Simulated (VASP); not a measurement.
# C: a series in uniaxial stress along [111]

Strain engineering needs slopes: what does uniaxial stress along [111] do to the lattice and the band edges of C?

Calculated with VASP 6.6.1; LDA; plane waves and PAW (C), in the first sound run; inputs show where later runs differ.

## 1. Starting point

It takes space group Fd-3m (No. 227, cubic). Conventional cell: a = 3.567 Å, b = 3.567 Å, c = 3.567 Å, α = 90.00°, β = 90.00°, γ = 90.00°. C has 4 C at 1.54 Å nearest.

## 2. Relax the crystal, LDA

The series starts from the cell that this level prefers, so that zero strain is near zero stress.

This step took 2 runs in a row; the last is shown.

Level: LDA; plane waves and PAW (C).

The input, INCAR:

```
SYSTEM = C
PREC = Accurate
ENCUT = 600
EDIFF = 1E-07
NELM = 120
ISMEAR = 0
SIGMA = 0.02
LREAL = .FALSE.
ALGO = Normal
GGA = CA
NBANDS = 10
LASPH = .TRUE.
LORBIT = 11
LWAVE = .FALSE.
LCHARG = .FALSE.
KPAR = 12
IBRION = 2
NSW = 40
ISIF = 3
EDIFFG = -0.005
POTIM = 0.4
```

The input, POSCAR:

```
C
1.0
    0.0000000000      1.7668691223      1.7668691223
    1.7668691223      0.0000000000      1.7668691223
    1.7668691223      1.7668691223      0.0000000000
C
2
Direct
    0.0000000000      0.0000000000      0.0000000000
    0.2500000000      0.2500000000      0.2500000000
```

The input, KPOINTS:

```
Automatic mesh
0
Gamma
14 14 14
0 0 0
```

Potentials, in the order of the species: C (LDA family, release 64).

The run is started by

```console
> mpirun -np 12 vasp_std
```

The log of the run:

```text
[banner, memory and clock lines left out]
running   12 mpi-ranks, on    1 nodes
[...]
|                                                                             |
|           W    W    AA    RRRRR   N    N  II  N    N   GGGG   !!!           |
|           W    W   A  A   R    R  NN   N  II  NN   N  G    G  !!!           |
|           W    W  A    A  R    R  N N  N  II  N N  N  G       !!!           |
|           W WW W  AAAAAA  RRRRR   N  N N  II  N  N N  G  GGG   !            |
|           WW  WW  A    A  R   R   N   NN  II  N   NN  G    G                |
|           W    W  A    A  R    R  N    N  II  N    N   GGGG   !!!           |
|                                                                             |
|     For optimal performance we recommend to set                             |
|       NCORE = 2 up to number-of-cores-per-socket                            |
|     NCORE specifies how many cores store one orbital (NPAR=cpu/NCORE).      |
|     This setting can greatly improve the performance of VASP for DFT.       |
[...]
|     Unfortunately you need to use the default for GW and RPA                |
|     calculations (for HF NCORE is supported but not extensively tested      |
|     yet).                                                                   |
|                                                                             |

 LDA part: xc-table for (Slater(with rela. corr.)+CA(PZ))
 , standard interpolation
 POSCAR, INCAR and KPOINTS ok, starting setup
[...]
entering main loop
       N       E                     dE             d eps       ncg     rms          rms(c)
DAV:   1     0.225764947053E-01    0.22576E-01   -0.54446E+03  2120   0.891E+02
DAV:   2    -0.207061526879E+02   -0.20729E+02   -0.19786E+02  2798   0.131E+02
DAV:   3    -0.211142547769E+02   -0.40810E+00   -0.40710E+00  2488   0.154E+01
DAV:   4    -0.211151186072E+02   -0.86383E-03   -0.86376E-03  2274   0.831E-01
[...]
DAV:   9    -0.202521614011E+02    0.12387E-04   -0.34034E-05  2370   0.497E-02    0.194E-02
DAV:  10    -0.202521627672E+02   -0.13661E-05   -0.17725E-06  2274   0.121E-02    0.447E-03
DAV:  11    -0.202521627009E+02    0.66275E-07   -0.56512E-08  1640   0.199E-03
   1 F= -.20252163E+02 E0= -.20252163E+02  d E =-.202522E+02
[...]
reached required accuracy - stopping structural energy minimisation
```

Wall time 2.6 s (12 MPI ranks of Intel Xeon Platinum 8488C (Sapphire Rapids), shared host); peak memory 1.3 GiB; 22 s of CPU time.

Lines that name or quote the potential files are left out of all logs, and their timing lines are given in words.

Parts of OUTCAR (step 2):

```text
  Total        0.0025777      0.0025777      0.0025777     -0.0000000     -0.0000000     -0.0000000
  in kB        0.3743643      0.3743643      0.3743643     -0.0000000     -0.0000000     -0.0000000
  external PRESSURE =       0.3743643 kB  Pullay stress =       0.0000000 kB

 POSITION                                       TOTAL-FORCE (eV/Angst)
 -----------------------------------------------------------------------------------
      0.00000      0.00000      0.00000         0.000000      0.000000      0.000000
      0.88343      0.88343      0.88343        -0.000000     -0.000000     -0.000000
 -----------------------------------------------------------------------------------
    total drift:                                0.000000      0.000000      0.000000

  FREE ENERGIE OF THE ION-ELECTRON SYSTEM (eV)
  ---------------------------------------------------
  free  energy   TOTEN  =       -20.2521627009 eV

  energy  without entropy=      -20.2521627009  energy(sigma->0) =      -20.25216270

 reached required accuracy - stopping structural energy minimisation

[... 3 further parts left out ...]
[key lines of the parts left out:]
E-fermi :  10.2749
```

Numbers from this step:

| Item | Value |
| --- | --- |
| energy(sigma→0) of the program | -20.2522 eV |
| stress, compression positive | 0.04 along [111], 0.04 across it (mean), GPa |
| volume | 11.032 Å³ |
| ionic steps | 1 |

## 3. Strain across the axis, LDA

One member in full: the axis is strained by 1.5 %, and the two directions across it are strained alike until their mean stress is under 0.012 GPa or five steps are spent.

This step took 3 runs, each at a new trial strain with the atoms of the one before; the last is shown.

Level: LDA; plane waves and PAW (C).

Edit INCAR of step 2 so:

```diff
@@ -15,7 +15,7 @@
 LCHARG = .FALSE.
-KPAR = 12
-IBRION = 2
-NSW = 40
-ISIF = 3
-EDIFFG = -0.005
-POTIM = 0.4
+KPAR = 3
+IBRION = 1
+NSW = 25
+ISIF = 2
+EDIFFG = -0.004
+POTIM = 0.3
```

The input, POSCAR:

```
C
1.0
    0.0185350730      1.7841046230      1.7841046230
    1.7841046230      0.0185350730      1.7841046230
    1.7841046230      1.7841046230      0.0185350730
C
2
Direct
    0.0001074358      0.0001074358      0.0001074358
    0.2498925642      0.2498925642      0.2498925642
```

KPOINTS is that of step 2.

The run is started by

```console
> mpirun -np 3 vasp_std
```

The log of the run:

```text
[banner, memory and clock lines left out]
running    3 mpi-ranks, on    1 nodes
[...]
LDA part: xc-table for (Slater(with rela. corr.)+CA(PZ))
 , standard interpolation
 POSCAR, INCAR and KPOINTS ok, starting setup
[...]
entering main loop
       N       E                     dE             d eps       ncg     rms          rms(c)
DAV:   1    -0.240559893886E+00   -0.24056E+00   -0.54134E+03  5896   0.887E+02
DAV:   2    -0.206867480531E+02   -0.20446E+02   -0.19668E+02  7766   0.133E+02
DAV:   3    -0.210762447545E+02   -0.38950E+00   -0.38846E+00  6742   0.151E+01
DAV:   4    -0.210771456199E+02   -0.90087E-03   -0.90080E-03  6244   0.850E-01
[...]
DAV:   9    -0.202436318432E+02    0.10874E-04   -0.34581E-05  6566   0.504E-02    0.194E-02
DAV:  10    -0.202436334622E+02   -0.16190E-05   -0.19238E-06  6398   0.125E-02    0.452E-03
DAV:  11    -0.202436334347E+02    0.27521E-07   -0.78050E-08  4812   0.242E-03
   1 F= -.20243633E+02 E0= -.20243633E+02  d E =-.202436E+02
 BRION: g(F)=  0.262E-06 g(S)=  0.000E+00
 reached required accuracy - stopping structural energy minimisation
```

Run time: 12 s. Hardware: 3 MPI ranks; peak memory 0.4 GiB.

Parts of OUTCAR (step 3):

```text
  Total       -0.4167004     -0.4167004     -0.4167004     -0.4159735     -0.4159735     -0.4159735
  in kB      -59.7123833    -59.7123833    -59.7123833    -59.6082267    -59.6082267    -59.6082267
  external PRESSURE =     -59.7123833 kB  Pullay stress =       0.0000000 kB

 POSITION                                       TOTAL-FORCE (eV/Angst)
 -----------------------------------------------------------------------------------
      0.00039      0.00039      0.00039         0.001228      0.001228      0.001228
      0.89630      0.89630      0.89630        -0.001228     -0.001228     -0.001228
 -----------------------------------------------------------------------------------
    total drift:                               -0.000000     -0.000000     -0.000000

  FREE ENERGIE OF THE ION-ELECTRON SYSTEM (eV)
  ---------------------------------------------------
  free  energy   TOTEN  =       -20.2436334347 eV

  energy  without entropy=      -20.2436334347  energy(sigma->0) =      -20.24363343

[... 1 part as in an earlier step ...]

[... 3 further parts left out ...]
[key lines of the parts left out:]
E-fermi :  10.1090
```

Read from the output:

```
energy(sigma→0) of the program : -20.2436 eV
stress, compression positive   : -17.89 along [111], -0.01 across it (mean), GPa
ionic steps                    : 1
```

## 4. Band edges, TB-mBJ with spin-orbit coupling

Short lines in KPOINTS_OPT sample the zone centre along and across the axis, for masses, and the other valleys.

Level: TB-mBJ, spin-orbit coupling; plane waves and PAW (C).

TB-mBJ has no energy functional, so the total energy, stress and pressure in this output mean nothing.

The input, INCAR:

```
SYSTEM = C
PREC = Accurate
ENCUT = 600
EDIFF = 1E-06
NELM = 150
ISMEAR = 0
SIGMA = 0.02
LREAL = .FALSE.
ALGO = Normal
METAGGA = MBJ
LASPH = .TRUE.
LNONCOLLINEAR = .TRUE.
MAGMOM = 0 0 0 0 0 0
NBANDS = 18
GGA_COMPAT = .FALSE.
LSORBIT = .TRUE.
LWAVE = .FALSE.
LCHARG = .FALSE.
KPAR = 3
```

POSCAR is that of step 3.

The input, KPOINTS:

```
Automatic mesh
0
Gamma
11 11 11
0 0 0
```

The input, KPOINTS_OPT:

```
Line mode
6
Line-mode
Reciprocal
  0.00000000   0.00000000   0.00000000
  0.01647896   0.01647896   0.01647896

  0.00000000   0.00000000   0.00000000
 -0.00993482   0.00993482   0.00000000

  0.31000000   0.31000000   0.00000000
  0.50000000   0.50000000   0.00000000

  0.00000000   0.31000000   0.31000000
  0.00000000   0.50000000   0.50000000

  0.45000000   0.45000000   0.45000000
  0.50000000   0.50000000   0.50000000

  0.45000000   0.00000000   0.00000000
  0.50000000   0.00000000   0.00000000

  0.42500000   0.42500000   0.00000000
  0.42514750   0.43919745   0.01419745

  0.50000000   0.50000000   0.50000000
  0.49006518   0.50993482   0.50000000
```

The run is started by

```console
> mpirun -np 3 vasp_ncl
```

The log of the run:

```text
[banner, memory and clock lines left out]
running    3 mpi-ranks, on    1 nodes
[...]
|                                                                             |
|               ----> ADVICE to this user running VASP <----                  |
|                                                                             |
|     You enforced a specific xc type in the INCAR file but a different       |
|     [... a line on the potential file left out ...]
|     I HOPE YOU KNOW WHAT YOU ARE DOING!                                     |
|                                                                             |

 LDA part: xc-table for (None), standard interpolation
 POSCAR, INCAR and KPOINTS ok, starting setup
[...]
entering main loop
       N       E                     dE             d eps       ncg     rms          rms(c)
DAV:   1     0.798293716517E+01    0.79829E+01   -0.45275E+03  5256   0.985E+02
DAV:   2    -0.205587563317E+02   -0.28542E+02   -0.26577E+02  7248   0.183E+02
DAV:   3    -0.214889797014E+02   -0.93022E+00   -0.92198E+00  6222   0.258E+01
DAV:   4    -0.214923255859E+02   -0.33459E-02   -0.33449E-02  6462   0.187E+00
[...]
DAV:  29    -0.195155294386E+02    0.10137E-04   -0.16588E-11  2672   0.488E-05    0.259E-06
DAV:  30    -0.195155318383E+02   -0.23997E-05   -0.38023E-12  2668   0.251E-05    0.505E-06
DAV:  31    -0.195155308620E+02    0.97628E-06   -0.79893E-14  2662   0.661E-06
   1 F= -.19515531E+02 E0= -.19515531E+02  d E =-.194861E-21  mag=     0.0000     0.0000     0.0000
 Start KPOINTS_OPT (optional k-point list driver)
k-point batch [1-48\48]
       N       E                     dE             ncg
DAV:   1     0.228081528867E+04   -0.11985E+05     1728
DAV:   2     0.768276473512E+03   -0.15125E+04     2430
DAV:   3     0.725794799813E+03   -0.42482E+02     2024
DAV:   4     0.725675485243E+03   -0.11931E+00     2108
DAV:   5     0.725675174469E+03   -0.31077E-03     1946
DAV:   6     0.725675173422E+03   -0.10471E-05     1738
DAV:   7     0.725675173367E+03   -0.54664E-07     1528
```

Wall time 2 min (3 MPI ranks); peak memory 0.68 GiB.

Parts of OUTCAR (step 4):

```text
  LATTYP: Found a trigonal (rhomboedric) cell.
 ALAT       =     2.5231730342
 COS(alpha) =     0.5103614636

 Subroutine GETGRP returns: Found 12 space group operations
 (whereof  6 operations were pure point group operations)

The static configuration has the point symmetry C_3v.
 The point group associated with its full space group is D_3d.

 Found    146 irreducible k-points:

   k-points           NKPTS =    146   k-points in BZ     NKDIM =    146   number of bands    NBANDS=     18

   dimension x,y,z NGX =    20 NGY =   20 NGZ =   20
   dimension x,y,z NGXF=    40 NGYF=   40 NGZF=   40

   ENCUT  =  600.0 eV  44.10 Ry    6.64 a.u.   5.04  5.04  5.04*2*pi/ulx,y,z

   NELECT =       8.0000    total number of electrons

 E-fermi :  10.0342

 k-point     1 :       0.0000    0.0000    0.0000
  band No.  band energies     occupation
    ...
      4       9.8548      1.00000
      5       9.9030      1.00000
      6       9.9030      1.00000
      7       9.9104      1.00000
      8       9.9104      1.00000
      9      16.2377      0.00000
     10      16.2377      0.00000
     11      16.6947      0.00000
     12      16.6947      0.00000
     13      16.7019      0.00000
    ...

 k-point     2 :       0.0909   -0.0000   -0.0000
  band No.  band energies     occupation
    ...
      4       8.5366      1.00000
      5       9.5016      1.00000
      6       9.5016      1.00000
      7       9.5467      1.00000
      8       9.5467      1.00000
      9      16.7603      0.00000
     10      16.7603      0.00000
     11      17.1946      0.00000
     12      17.1946      0.00000
     13      17.3740      0.00000
    ...

  Total       -5.0890254     -5.0890254     -5.0890254     -0.4152241     -0.4152241     -0.4152241
  in kB     -729.2477920   -729.2477920   -729.2477920    -59.5008313    -59.5008313    -59.5008313
  external PRESSURE =    -729.2477920 kB  Pullay stress =       0.0000000 kB

 POSITION                                       TOTAL-FORCE (eV/Angst)
 -----------------------------------------------------------------------------------
      0.00039      0.00039      0.00039        -0.106281     -0.106281     -0.106281
      0.89630      0.89630      0.89630         0.106281      0.106281      0.106281
 -----------------------------------------------------------------------------------
    total drift:                               -0.000000     -0.000000     -0.000000

  FREE ENERGIE OF THE ION-ELECTRON SYSTEM (eV)
  ---------------------------------------------------
  free  energy   TOTEN  =       -19.5155308620 eV

  energy  without entropy=      -19.5155308620  energy(sigma->0) =      -19.51553086

 Spin-Orbit-Coupling matrix elements
 Ion:    1  E_soc:     -0.0000106
 Ion:    2  E_soc:     -0.0000106

[... 1 part as in an earlier step ...]

[... 7 further parts left out ...]
```

## 5. Band edges, r2SCAN with spin-orbit coupling

Short lines in KPOINTS_OPT sample the zone centre along and across the axis, for masses, and the other valleys.

Level: r2SCAN, spin-orbit coupling; plane waves and PAW (C).

Edit INCAR of step 4 so:

```diff
@@ -4,3 +4,3 @@
 EDIFF = 1E-06
-NELM = 150
+NELM = 100
 ISMEAR = 0
@@ -9,3 +9,3 @@
 ALGO = Normal
-METAGGA = MBJ
+METAGGA = R2SCAN
 LASPH = .TRUE.
```

POSCAR is that of step 4.

KPOINTS is that of step 4.

KPOINTS_OPT is that of step 4.

The run is started by

```console
> mpirun -np 3 vasp_ncl
```

The log of the run:

```text
[banner, memory and clock lines left out]
running    3 mpi-ranks, on    1 nodes
[...]
[... a notice as in an earlier step ...]

 LDA part: xc-table for (None), standard interpolation
 POSCAR, INCAR and KPOINTS ok, starting setup
[...]
entering main loop
       N       E                     dE             d eps       ncg     rms          rms(c)
DAV:   1    -0.955775999244E+01   -0.95578E+01   -0.46642E+03  5256   0.101E+03
DAV:   2    -0.389877054756E+02   -0.29430E+02   -0.27375E+02  7254   0.190E+02
DAV:   3    -0.399471482148E+02   -0.95944E+00   -0.95058E+00  6184   0.267E+01
DAV:   4    -0.399505447482E+02   -0.33965E-02   -0.33956E-02  6474   0.192E+00
[...]
DAV:   9    -0.376205037667E+02   -0.35621E-03   -0.17170E-04  6014   0.185E-01    0.156E-02
DAV:  10    -0.376205058594E+02   -0.20927E-05   -0.44899E-06  6270   0.211E-02    0.128E-02
DAV:  11    -0.376205067737E+02   -0.91435E-06   -0.60609E-07  3834   0.881E-03
   1 F= -.37620507E+02 E0= -.37620507E+02  d E =-.343848E-11  mag=    -0.0000     0.0000     0.0000
 Start KPOINTS_OPT (optional k-point list driver)
k-point batch [1-48\48]
       N       E                     dE             ncg
DAV:   1     0.221256327880E+04   -0.12054E+05     1728
DAV:   2     0.699626608513E+03   -0.15129E+04     2448
DAV:   3     0.653417615769E+03   -0.46209E+02     1948
DAV:   4     0.653275328269E+03   -0.14229E+00     2104
DAV:   5     0.653274993087E+03   -0.33518E-03     1910
DAV:   6     0.653274992010E+03   -0.10775E-05     1690
DAV:   7     0.653274991950E+03   -0.59169E-07     1472
```

Elapsed: 3 min, on 3 MPI ranks; peak memory 0.66 GiB.

OUTCAR, selected parts (step 5):

```text
  Total        0.2434650      0.2434650      0.2434650     -0.4339024     -0.4339024     -0.4339024
  in kB       34.8880834     34.8880834     34.8880834    -62.1774021    -62.1774021    -62.1774021
  external PRESSURE =      34.8880834 kB  Pullay stress =       0.0000000 kB

 POSITION                                       TOTAL-FORCE (eV/Angst)
 -----------------------------------------------------------------------------------
      0.00039      0.00039      0.00039        -0.006863     -0.006863     -0.006863
      0.89630      0.89630      0.89630         0.006863      0.006863      0.006863
 -----------------------------------------------------------------------------------
    total drift:                               -0.000000     -0.000000     -0.000000

  FREE ENERGIE OF THE ION-ELECTRON SYSTEM (eV)
  ---------------------------------------------------
  free  energy   TOTEN  =       -37.6205067737 eV

  energy  without entropy=      -37.6205067737  energy(sigma->0) =      -37.62050677

[... 2 parts as in an earlier step ...]

[... 1 further part left out ...]
[key lines of the parts left out:]
E-fermi :  10.2466
```

Read from the output:

* energy(sigma→0) of the program: -37.6205 eV
* stress, compression positive: -8.95 along [111], 9.71 across it (mean), GPa

The run ends at a pressure of 3.49 GPa, with forces up to 0.012 eV/Å.

(Continued in part 2 of 2.)

[Lines on the potential files, build, host, timing and source positions are cut from VASP's logs without a mark.]

[Logs are printed without paths, hosts, clocks, repeated set-up lines and the standing remarks that a program may print on its own settings, such as how far it seeks lower states.]

[Hosts, paths, dates, database ids (printed as entryN), source tags and the programs' standing remarks are cut or masked in the printed files.]

[In band tables of VASP the shares of atoms and orbitals are scaled to a sum of 1 inside the atoms' spheres.]
